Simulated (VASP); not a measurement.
These are LDA (Ceperley-Alder, Perdew-Zunger), VASP's LDA PAW potentials (set 64) (plane waves; VASP) values and carry that method's errors.

VASP input:

**INCAR**
```
# general
SYSTEM  = Pt3Ti
PREC    = Accurate
ENCUT   = 300   # plane-wave cut-off (eV)
LREAL   = .False.
LASPH   = .True.   # aspherical one-centre terms

# electronic loop
EDIFF   = 1E-6   # SCF stop (eV)
NELM    = 100
ALGO    = Normal   # blocked Davidson
LMAXMIX = 6

# smearing
ISMEAR  = -1   # Fermi-Dirac
SIGMA   = 0.1   # width (eV)

# ions
ISIF    = 2

# output
LWAVE   = .False.
LCHARG  = .False.
```

### POSCAR
```
Pt3Ti
1
    3.9200000000     0.0000000000     0.0000000000
    0.0000000000     3.9200000000     0.0000000000
    0.0000000000     0.0000000000     3.9200000000
Ti Pt
1 3
Direct
  0.0000000000   0.0000000000   0.0000000000
  0.0000000000   0.5000000000   0.5000000000
  0.5000000000   0.0000000000   0.5000000000
  0.5000000000   0.5000000000   0.0000000000
```

File KPOINTS:
```
Automatic mesh
0
G
  6 6 6
```

POTCAR, in this order: Ti_sv Pt (LDA.64 set). Program: vasp_std.

Output

**OUTCAR**
```
 ion  position               nearest neighbor table
   1  0.000  0.000  0.000-   2 2.77   3 2.77   4 2.77   2 2.77   3 2.77   2 2.77   4 2.77   2 2.77
                             3 2.77   4 2.77   3 2.77   4 2.77
   2  0.000  0.500  0.500-   1 2.77   3 2.77   4 2.77   1 2.77   4 2.77   1 2.77   3 2.77   1 2.77
                             3 2.77   4 2.77   4 2.77   3 2.77
   3  0.500  0.000  0.500-   1 2.77   2 2.77   4 2.77   1 2.77   4 2.77   2 2.77   4 2.77   4 2.77
                             1 2.77   2 2.77   1 2.77   2 2.77
   4  0.500  0.500  0.000-   1 2.77   2 2.77   3 2.77   2 2.77   3 2.77   1 2.77   3 2.77   3 2.77
                             1 2.77   2 2.77   2 2.77   1 2.77
  LATTYP: Found a simple cubic cell.
 ALAT       =     3.9200000000
 Subroutine PRICEL returns:
 Original cell was already a primitive cell.
 Subroutine GETGRP returns: Found 48 space group operations
The static configuration has the point symmetry O_h .
The dynamic configuration has the point symmetry O_h .
 Subroutine INISYM returns: Found 48 space group operations
 Subroutine IBZKPT returns following result:
 Found     20 irreducible k-points:

 Following reciprocal coordinates:
            Coordinates               Weight
  0.000000  0.000000  0.000000      1.000000
  0.166667  0.000000  0.000000      6.000000
  0.333333  0.000000  0.000000      6.000000
  0.500000  0.000000  0.000000      3.000000
  0.166667  0.166667  0.000000     12.000000
  0.333333  0.166667  0.000000     24.000000
  0.500000  0.166667  0.000000     12.000000
  0.333333  0.333333  0.000000     12.000000
  0.500000  0.333333  0.000000     12.000000
  0.500000  0.500000  0.000000      3.000000
  0.166667  0.166667  0.166667      8.000000
  0.333333  0.166667  0.166667     24.000000
  0.500000  0.166667  0.166667     12.000000
  0.333333  0.333333  0.166667     24.000000
  0.500000  0.333333  0.166667     24.000000
  0.500000  0.500000  0.166667      6.000000
  0.333333  0.333333  0.333333      8.000000
  0.500000  0.333333  0.333333     12.000000
  0.500000  0.500000  0.333333      6.000000
  0.500000  0.500000  0.500000      1.000000
   k-points           NKPTS =     20   k-points in BZ     NKDIM =     20   number of bands    NBANDS=     25
   number of dos      NEDOS =    301   number of ions     NIONS =      4
   total plane-waves  NPLWV =  13824
   dimension x,y,z NGX =    24 NGY =   24 NGZ =   24
   dimension x,y,z NGXF=    48 NGYF=   48 NGZF=   48
   ions per type =               1   3
   PREC   = accura    normal or accurate (medium, high low for compatibility)
   ISTART =      0    job   : 0-new  1-cont  2-samecut
   ICHARG =      2    charge: 1-file 2-atom 10-const
   ISPIN  =      1    spin polarized calculation?
   LNONCOLLINEAR =      F non collinear calculations
   LSORBIT =      F    spin-orbit coupling
   INIWAV =      1    electr: 0-lowe 1-rand  2-diag
   ENCUT  =  300.0 eV  22.05 Ry    4.70 a.u.   5.54  5.54  5.54*2*pi/ulx,y,z
   NELM   =    100;   NELMIN=  2; NELMDL= -5     # of ELM steps
   EDIFF  = 0.1E-05   stopping-criterion for ELM
   LREAL  =      F    real-space projection
   NLSPLINE    = F    spline interpolate recip. space projectors
   LMAXMIX     =    6 max onsite mixed and CHGCAR
   VOSKOWN=      0    Vosko Wilk Nusair interpolation
   EDIFFG = 0.1E-04   stopping-criterion for IOM
   NSW    =      0    number of steps for IOM
   NBLOCK =      1;   KBLOCK =      1    inner block; outer block
   IBRION =     -1    ionic relax: 0-MD 1-quasi-New 2-CG
   NFREE  =      0    steps in history (QN), initial steepest desc. (CG)
   ISIF   =      2    stress and relaxation
   ISYM   =      2    0-nonsym 1-usesym 2-fastsym
   TEIN   =    0.0    initial temperature
   TEBEG  =    0.0;   TEEND  =   0.0 temperature during run
   SMASS  =  -3.00    Nose mass-parameter (am)
   PSTRESS=    0.0 pullay stress
   NELECT =      42.0000    total number of electrons
   EFERMI =   0.00;   METHOD = LEGACY
...
```

### OSZICAR
```
       N       E                     dE             d eps       ncg     rms          rms(c)
DAV:   1     0.273334304910E+03    0.27333E+03   -0.15151E+04  1000   0.122E+03
DAV:   2    -0.160940430287E+02   -0.28943E+03   -0.28364E+03  1119   0.352E+02
DAV:   3    -0.374051069404E+02   -0.21311E+02   -0.20455E+02  1386   0.865E+01
DAV:   4    -0.379911379907E+02   -0.58603E+00   -0.58398E+00  1238   0.149E+01
DAV:   5    -0.380080369455E+02   -0.16899E-01   -0.16884E-01  1405   0.246E+00    0.220E+01
DAV:   6    -0.360648899884E+02    0.19431E+01   -0.22551E+01  1404   0.329E+01    0.139E+01
DAV:   7    -0.355889074910E+02    0.47598E+00   -0.28357E+01  1414   0.328E+01    0.102E+01
DAV:   8    -0.347650119029E+02    0.82390E+00   -0.16963E+00  1364   0.963E+00    0.456E+00
DAV:   9    -0.346807973260E+02    0.84215E-01   -0.21063E+00  1431   0.771E+00    0.269E+00
DAV:  10    -0.346077853548E+02    0.73012E-01   -0.50244E-01  1447   0.474E+00    0.212E-01
DAV:  11    -0.346093949214E+02   -0.16096E-02   -0.16137E-02  1407   0.922E-01    0.407E-01
DAV:  12    -0.346078131554E+02    0.15818E-02   -0.81395E-03  1448   0.535E-01    0.283E-02
DAV:  13    -0.346078222055E+02   -0.90501E-05   -0.15672E-04  1214   0.810E-02    0.255E-02
DAV:  14    -0.346078166317E+02    0.55737E-05   -0.68702E-05  1475   0.560E-02    0.103E-02
DAV:  15    -0.346078157158E+02    0.91593E-06   -0.28292E-06   969   0.135E-02
   1 F= -.34607816E+02 E0= -.34575713E+02  d E =-.642056E-01
```

File OUTCAR:
```
------------------------ aborting loop because EDIFF is reached ----------------------------------------
  FORCE on cell =-STRESS in cart. coord.  units (eV):
  Direction    XX          YY          ZZ          XY          YZ          ZX
  --------------------------------------------------------------------------------------
  Total       -3.4656861     -3.4656861     -3.4656861      0.0000000      0.0000000     -0.0000000
  in kB      -92.1810411    -92.1810411    -92.1810411      0.0000000      0.0000000     -0.0000000
  external PRESSURE =     -92.1810411 kB  Pullay stress =       0.0000000 kB
  volume of cell :       60.24
      direct lattice vectors                 reciprocal lattice vectors
     3.920000000  0.000000000  0.000000000     0.255102041  0.000000000  0.000000000
     0.000000000  3.920000000  0.000000000     0.000000000  0.255102041  0.000000000
     0.000000000  0.000000000  3.920000000     0.000000000  0.000000000  0.255102041
 POSITION                                       TOTAL-FORCE (eV/Angst)
 -----------------------------------------------------------------------------------
      0.00000      0.00000      0.00000         0.000000      0.000000      0.000000
      0.00000      1.96000      1.96000         0.000000      0.000000      0.000000
      1.96000      0.00000      1.96000         0.000000      0.000000      0.000000
      1.96000      1.96000      0.00000         0.000000      0.000000      0.000000
 -----------------------------------------------------------------------------------
    total drift:                                0.000000     -0.000000     -0.000000
  FREE ENERGIE OF THE ION-ELECTRON SYSTEM (eV)
  ---------------------------------------------------
  free  energy   TOTEN  =       -34.6078157158 eV

  energy  without entropy=      -34.5436100908  energy(sigma->0) =      -34.57571290
```
(Selected blocks of OUTCAR.)

File OUTCAR:
```
 val. band max:       11.3452241090   @ k =   0.1667   0.0000   0.0000

 cond. band min:      11.4063802026   @ k =   0.0000   0.0000   0.0000


 Fermi energy:        11.3547958156

 k-point     1 :       0.0000    0.0000    0.0000
  band No.  band energies     occupation
      1     -46.0207      2.00000
      2     -22.6538      2.00000
      3     -22.6538      2.00000
      4     -22.6538      2.00000
      5       1.3505      2.00000
      6       4.1477      2.00000
      7       4.4936      2.00000
      8       4.4936      2.00000
      9       4.7795      2.00000
     10       4.7795      2.00000
     11       4.7795      2.00000
     12       7.8367      2.00000
     13       7.8367      2.00000
     14       7.8367      2.00000
     15       9.7383      2.00000
     16       9.7383      2.00000
     17      10.8683      1.98470
     18      11.4064      0.74765
     19      11.4064      0.74765
     20      11.4064      0.74765
     21      12.7579      0.00000
     22      12.7579      0.00000
     23      12.9984      0.00000
     24      12.9984      0.00000
     25      12.9984      0.00000

 k-point     2 :       0.1667    0.0000    0.0000
  band No.  band energies     occupation
      1     -46.0202      2.00000
      2     -22.6602      2.00000
      3     -22.6546      2.00000
      4     -22.6546      2.00000
      5       1.7091      2.00000
      6       4.3706      2.00000
      7       4.6189      2.00000
      8       4.7920      2.00000
      9       4.9091      2.00000
     10       5.0018      2.00000
     11       5.0018      2.00000
     12       7.6254      2.00000
     13       7.9393      2.00000
     14       7.9393      2.00000
     15       9.4336      2.00000
     16       9.7804      2.00000
     17      10.1905      1.99998
     18      10.1905      1.99998
     19      10.5421      1.99941
     20      11.3452      1.04782
     21      11.4073      0.74349
     22      12.4266      0.00004
     23      12.4266      0.00004
...
```

At this cut-off the stress carries a Pulay error, which pulls relaxed volumes low. Unless said otherwise, spin-orbit coupling is left out, though it shifts the bands of the heavy elements here.

The structure is a typed Pt3Ti crystal (Pm-3m). The cell was not relaxed at this level. The run is one of a series of settings (GGA removed, POTCAR Ti_sv Pt (LDA.64 set) against the base run), some of them coarse on purpose.
